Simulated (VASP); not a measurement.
PdIn: transverse stress against strain

PdIn (CsCl type, Pm-3m, 17.133 Å³/atom and stress up to 0.01 GPa in the relaxed cell, cube axes along x, y and z) under an equal strain ε along x and y, with z held. PBEsol in VASP (plane waves, PAW), 480 eV, 14×14×14 Γ-centred mesh, Methfessel-Paxton smearing 0.10 eV; ions are relaxed, or left where forces stay under 0.02 eV/Å, within the symmetry of each cell. Stress is positive for a compressed cell.

Here s stands for strain and y for stress zz.

| strain (%) | stress zz (GPa) |
|---|---|
| -1.50 | 4.28 |
| -1.00 | 2.83 |
| -0.50 | 1.40 |
| 0.00 | -0.01 |
| 0.50 | -1.34 |
| 1.00 | -2.55 |
| 1.50 | -3.62 |
| 3.00 | ? |

Question: Fit y against s with a straight line, and predict the withheld value at s = 3.00.

Answer: Means: s 0, y 0.141. About the means, the sum of products is -18.600 and the sum of squares of s is 7.0000; the slope is their ratio. Least squares gives y = 0.141 - 2.6571·s. Residuals (row less fit): 0.153, 0.032, -0.070, -0.151, -0.152, -0.034, 0.225; standard error 0.159 (degrees of freedom: 5). The slope gives the elastic constant 2C12 = about 270 GPa. At the withheld row, y = 0.141 - 2.6571 × 3.0 = -7.830 GPa. The calculation gives -6.21 GPa, 1.620 GPa above the prediction (15.4 % of the range of y in the table). The row lies outside the fitted rows, so this is an extrapolation. From the scatter of the fitted rows alone, a prediction at this place has a standard error of 0.248 GPa, so the miss is 6.5 times that.

A polynomial of degree 2 through the 12 other runs of the series gives -6.32 there, so most of the miss is curvature that the fit leaves out. In a metal these values are sensitive to mesh and smearing; energies are taken to zero smearing, stresses follow the free energy. The runs aren't spin-polarised. For PdIn: the electron count is odd and the run is not spin-polarised, which forces a metal. Rows are the converged runs of the series near zero and its far end, less any whose ions stayed unrelaxed beside relaxed ones; series whose fitted rows scatter by over a few per cent of the range, as at a crossing or softening among them, aren't shown in this form. Most that stay on the fit to the last digits aren't either.
